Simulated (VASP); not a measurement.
Set up this calculation in VASP 6.6.1, as the native input.

```
Task                   : relaxation of cell and atoms
Functional             : SCAN
Potentials or basis    : VASP PAW PBE potentials, release 64 (Ag, B)
Cutoff                 : 600 eV
k mesh                 : 10 × 10 × 8
Occupations            : fermi-dirac, width 0.05 eV
Spin                   : no spin polarisation
Further INCAR settings : ALGO = Normal; EDIFF = 1e-06; IBRION = 2; EDIFFG = -0.02; NSW = 40; ISIF = 3
```

The structure of AgB2 lies in POSCAR:

```
AgB2
1.0
    3.0000000000      0.0000000000      0.0000000000
   -1.5000000000      2.5980762114      0.0000000000
    0.0000000000      0.0000000000      3.2400000000
Ag B
1 2
Direct
    0.0000000000      0.0000000000      0.0000000000
    0.6666666667      0.3333333333      0.5000000000
    0.3333333333      0.6666666667      0.5000000000
```

The input as run:

INCAR

```
SYSTEM = AgB2
ALGO = Normal
EDIFF = 1E-6
EDIFFG = -0.02
ENCUT = 600
IBRION = 2
ISIF = 3
ISMEAR = -1
LASPH = .True.
LCHARG = .False.
LMIXTAU = .True.
LREAL = .False.
LWAVE = .False.
METAGGA = SCAN
NELM = 80
NSW = 40
PREC = Accurate
SIGMA = 0.05
```

KPOINTS

```
k-points
0
Gamma
  10 10 8
  0 0 0
```

Potentials or basis: VASP PAW PBE potentials, release 64 (Ag, B).

Command:

```bash
$ cat potpaw_PBE.64/Ag/POTCAR potpaw_PBE.64/B/POTCAR > POTCAR
$ mpirun -np 1 vasp_std > vasp.out
```

It gave:

```yaml
Relaxed_volume: 10.50 Å³/atom
Relaxed_cell: a = 3.000 Å, b = 3.000 Å, c = 4.040 Å, α = 90.00°, β = 90.00°, γ = 120.00°
Space_group_after_relaxing_to_0.05_Å: P6/mmm (No. 191)
Energy_gained_by_relaxing: 397.5 meV/atom
Ionic_steps: 11
Pressure_after_relaxing: 0.1 GPa
Band_gap_on_the_k_mesh: none (metal or under the smearing width)
```

Caveat: the volume moved by over 15 % at a fixed basis, so the end points are rough; the PAW data sets were made with another functional, which shifts forces and pressure a little.

Run time: 10 min on 1 thread of Intel(R) Xeon(R) Platinum 8559C (Emerald Rapids) (shared host), peak memory 0.17 GiB.
